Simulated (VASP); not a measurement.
All values below come from PBEsol GGA, VASP's PBE PAW potentials (set 64) (plane waves; VASP). For the first row: Run with 400 eV cut-off, 6×6×6 Γ-centred mesh, tetrahedra with Blöchl corrections, potentials Fe Si.

```json
[
 {"system": "FeSi (B20)", "energy (eV/atom)": "-7.9781"},
 {"system": "Fe (bcc)", "energy (eV/atom)": "-8.9195"},
 {"system": "Si (diamond)", "energy (eV/atom)": "-5.7459"}
]
```

The references are the elements' solids at the same level; no temperature or zero-point terms are added.

### Question
What is the formation energy per atom of FeSi?

### Answer
The references average (4×(-8.9195) + 4×(-5.7459))/8 = -7.3327 eV, so the formation energy is -7.9781 − (-7.3327) = -0.645 eV/atom.
